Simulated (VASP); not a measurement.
These are LDA (Ceperley-Alder, Perdew-Zunger), VASP's LDA PAW potentials (set 64) (plane waves; VASP) values and carry that method's errors.

VASP ran on this input.

INCAR:
```
# general
SYSTEM =KI
PREC   =Accurate
ENCUT  =520
LREAL  =.FALSE.
LASPH  =.TRUE.

# electronic loop
EDIFF  =1E-7
NELM   =100
ALGO   =Normal
LMAXMIX=4

# smearing
ISMEAR =0
SIGMA  =0.05

# ions
ISIF   =2

# output
LWAVE  =.FALSE.
LCHARG =.FALSE.
```

**KPOINTS**
```
Automatic mesh
0
Gamma
7 7 7
0 0 0
```

POSCAR:
```
KI
1
    0.0000000000     3.4798744222     3.4798744222
    3.4798744222     0.0000000000     3.4798744222
    3.4798744222     3.4798744222     0.0000000000
K I
1 1
Direct
  0.0000000000   0.0000000000   0.0000000000
  0.5000000000   0.5000000000   0.5000000000
```

POTCAR, in this order: K_sv I (LDA.64 set). Program: vasp_std.

The resulting files:

File OSZICAR:
```
       N       E                     dE             d eps       ncg     rms          rms(c)
DAV:   1     0.980485803063E+02    0.98049E+02   -0.65492E+03   480   0.113E+03
DAV:   2     0.231681221308E+00   -0.97817E+02   -0.91440E+02   560   0.273E+02
DAV:   3    -0.597739164187E+01   -0.62091E+01   -0.61795E+01   620   0.594E+01
DAV:   4    -0.624679932590E+01   -0.26941E+00   -0.26914E+00   880   0.121E+01
DAV:   5    -0.624859071871E+01   -0.17914E-02   -0.17913E-02   604   0.100E+00    0.355E+00
DAV:   6    -0.616820382732E+01    0.80387E-01   -0.10198E-01   604   0.228E+00    0.247E+00
DAV:   7    -0.615365695522E+01    0.14547E-01   -0.10130E-01   596   0.198E+00    0.843E-01
DAV:   8    -0.615402267910E+01   -0.36572E-03   -0.14957E-02   600   0.105E+00    0.230E-01
DAV:   9    -0.615394221614E+01    0.80463E-04   -0.49035E-04   636   0.161E-01    0.987E-02
DAV:  10    -0.615399117423E+01   -0.48958E-04   -0.21012E-04   620   0.743E-02    0.867E-02
DAV:  11    -0.615398255457E+01    0.86197E-05   -0.58219E-05   592   0.466E-02    0.675E-03
DAV:  12    -0.615398263953E+01   -0.84964E-07   -0.19447E-06   620   0.134E-02    0.245E-03
DAV:  13    -0.615398275519E+01   -0.11566E-06   -0.13971E-07   548   0.305E-03    0.260E-03
DAV:  14    -0.615398276429E+01   -0.91038E-08   -0.17945E-08   408   0.119E-03
   1 F= -.61539828E+01 E0= -.61539828E+01  d E =-.141315E-18
```

File OUTCAR:
```
------------------------ aborting loop because EDIFF is reached ----------------------------------------
  FORCE on cell =-STRESS in cart. coord.  units (eV):
  Direction    XX          YY          ZZ          XY          YZ          ZX
  --------------------------------------------------------------------------------------
  Total       -0.4235192     -0.4235192     -0.4235192      0.0000000      0.0000000     -0.0000000
  in kB       -8.0512436     -8.0512436     -8.0512436      0.0000000      0.0000000     -0.0000000
  external PRESSURE =      -8.0512436 kB  Pullay stress =       0.0000000 kB
  volume of cell :       84.28
      direct lattice vectors                 reciprocal lattice vectors
     0.000000000  3.479874422  3.479874422    -0.143683346  0.143683346  0.143683346
     3.479874422  0.000000000  3.479874422     0.143683346 -0.143683346  0.143683346
     3.479874422  3.479874422  0.000000000     0.143683346  0.143683346 -0.143683346
  FREE ENERGIE OF THE ION-ELECTRON SYSTEM (eV)
  ---------------------------------------------------
  free  energy   TOTEN  =        -6.1539827643 eV

  energy  without entropy=       -6.1539827643  energy(sigma->0) =       -6.15398276
```
(Selected blocks of OUTCAR.)

### OUTCAR
```
 val. band max:       -0.3797479366   @ k =   0.0000   0.0000   0.0000

 cond. band min:       3.3416055631   @ k =   0.0000   0.0000   0.0000


 Fermi energy:        -0.0835383001

 k-point     1 :       0.0000    0.0000    0.0000
  band No.  band energies     occupation
      1     -28.4453      2.00000
      2     -12.1771      2.00000
      3     -12.1771      2.00000
      4     -12.1771      2.00000
      5     -11.0216      2.00000
      6      -0.3797      2.00000
      7      -0.3797      2.00000
      8      -0.3797      2.00000
      9       3.3416      0.00000
     10       5.8799      0.00000
     11       5.8799      0.00000
     12       5.8799      0.00000

 k-point     2 :       0.1429    0.0000    0.0000
  band No.  band energies     occupation
      1     -28.4448      2.00000
      2     -12.2275      2.00000
      3     -12.1777      2.00000
      4     -12.1777      2.00000
      5     -10.9435      2.00000
      6      -0.7579      2.00000
      7      -0.4610      2.00000
      8      -0.4610      2.00000
      9       3.8662      0.00000
     10       5.7999      0.00000
     11       6.1089      0.00000
     12       6.1089      0.00000

 k-point     3 :       0.2857    0.0000    0.0000
  band No.  band energies     occupation
      1     -28.4435      2.00000
      2     -12.3236      2.00000
      3     -12.1789      2.00000
      4     -12.1789      2.00000
      5     -10.7832      2.00000
      6      -1.4053      2.00000
      7      -0.6306      2.00000
      8      -0.6306      2.00000
      9       4.6273      0.00000
     10       6.1876      0.00000
     11       6.6943      0.00000
     12       6.6943      0.00000

 k-point     4 :       0.4286    0.0000    0.0000
  band No.  band energies     occupation
      1     -28.4425      2.00000
      2     -12.3890      2.00000
      3     -12.1799      2.00000
      4     -12.1799      2.00000
      5     -10.6643      2.00000
      6      -1.8207      2.00000
...
```

Unless said otherwise, spin-orbit coupling is left out, though it shifts the bands of the heavy elements here.

The compound is KI in the rock salt structure. This cell is one point of a volume scan, at 1.06 of the reference volume.
